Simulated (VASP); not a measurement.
VASP runs on KTaO₃ (space group Pm-3m) share one base input (PBE GGA, plane waves, VASP's PBE PAW potentials (set 64)) and change the settings named in each case.

### KPOINTS
```
Regular mesh
0
G
 7 7 7
0 0 0
```

### POSCAR
```
KTaO3
1.0
  3.9481400000   0.0000000000   0.0000000000
  0.0000000000   3.9481400000   0.0000000000
  0.0000000000   0.0000000000   3.9481400000
K Ta O
1 1 3
Cartesian
  1.9740700000   1.9740700000   1.9740700000
  0.0000000000   0.0000000000   0.0000000000
  0.0000000000   1.9740700000   0.0000000000
  1.9740700000   0.0000000000   0.0000000000
  0.0000000000   0.0000000000   1.9740700000
```

**INCAR**
```
! general
SYSTEM  = KTaO3
PREC    = Accurate
ENCUT   = 400
LREAL   = F
LASPH   = T

! electronic loop
EDIFF   = 1E-6
NELM    = 100
ALGO    = Normal
LMAXMIX = 6

! smearing
ISMEAR  = 0
SIGMA   = 0.01

! functional
GGA     = PE

! ions
ISIF    = 2

! output
LWAVE   = F
LCHARG  = F
```

POTCAR, in this order: K_sv Ta_pv O (PBE.64 set). Program: vasp_std.

| change | E(σ→0) (eV/atom) | pressure (GPa) |
|---|---|---|
| base run | -8.1960 | 8.41 |
| NBANDS = 51 | -8.1960 | 8.40 |
| LDAU = .TRUE., LDAUJ = 0 0 0, LDAUL = -1 2 -1, LDAUTYPE = 2, LDAUU = 0 2.0 0 | -7.8720 | (withheld) |
| ISYM = 0 | -8.1960 | 8.40 |
| EDIFF = 1E-12 | -8.1960 | 8.40 |

### Question
Fill in the missing entries.

### Answer

- LDAU = .TRUE., LDAUJ = 0 0 0, LDAUL = -1 2 -1, LDAUTYPE = 2, LDAUU = 0 2.0 0, pressure (GPa): 10.53

Energies of different potentials or functionals have different zeros.  Unless said otherwise, spin-orbit coupling is left out, though it shifts the bands of the heavy elements here. At 400 eV the pressure can carry a Pulay error.

Left out are runs that ran out of time, are held back, or changed the cell or the kind of run, fixed moments of cells without a moment, rows past the twelfth, gaps on odd meshes, pressures of charged cells and columns that move by less than the noise.

The structure comes from a computed database's KTaO3 entry; how it stands against other phases isn't given here. The cell was not relaxed at this level, its lattice was scaled by up to 2.5 %.
